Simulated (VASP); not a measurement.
VASP ran on this input.

KPOINTS:
```
kpoints
0
Gamma
  8 8 8
```

### INCAR
```
! general
SYSTEM  = MgSe
PREC    = Accurate
ENCUT   = 480
LREAL   = .FALSE.
LASPH   = .TRUE.

! electronic loop
EDIFF   = 1E-7
NELM    = 100
ALGO    = Normal
LMAXMIX = 4
LMIXTAU = .TRUE.

! smearing
ISMEAR  = 0
SIGMA   = 0.05   ! width (eV)

! functional
METAGGA = R2SCAN

! ions
IBRION  = 2
NSW     = 40   ! most ionic steps
ISIF    = 3   ! ions, shape and volume
EDIFFG  = -0.01   ! ionic stop
PSTRESS = 100   ! kbar

! output
LWAVE   = .FALSE.
LCHARG  = .FALSE.
```

### POSCAR
```
MgSe
1
   -0.0000000000     2.7324062392     2.7324062392
    2.7324062392    -0.0000000000     2.7324062392
    2.7324062392     2.7324062392     0.0000000000
Mg Se
1 1
Direct
  1.0000000000   1.0000000000   0.0000000000
  0.5000000000   0.5000000000   0.5000000000
```

POTCAR, in this order: Mg Se (PBE.64 set). Program: vasp_std.

Q: Write an equivalent input for Ansatz.

A: One equivalent input (not run):
Ansatz 0.2 input:
```yaml
crystal:
  lattice:
    - [0.0000000, 2.7324062, 2.7324062]
    - [2.7324062, 0.0000000, 2.7324062]
    - [2.7324062, 2.7324062, 0.0000000]
  atoms:
    - { symbol: Mg, position: [1.0000000, 1.0000000, 0.0000000] }
    - { symbol: Se, position: [0.5000000, 0.5000000, 0.5000000] }
kpoints:
  mp_grid: { grid: [8, 8, 8] }
hamiltonian:
  xc: r2scan
  pseudopotentials: { kind: paw }
scf:
  occupations: { method: gaussian, width: 0.05 }
  max_iter: 100
relax:
  max_steps: 40
  f_tol: 0.01
  cell: { p_target: 10 }
output: { forces: true, stress: true, eigenvalues: true }
```
The two are equivalent in intent, not identical: each code has its own PAW files, so the cut-off isn't converted (ENCUT is set for VASP's; basis.ecutwfc is left out, and Ansatz then takes the one that its files recommend); Ansatz stops its SCF on the density residual and VASP on the energy change (EDIFF).

The compound is MgSe in the rock salt structure. This run relaxes it under an external pressure of 10 GPa. Symmetry was kept, so distortions that lower it aren't found.
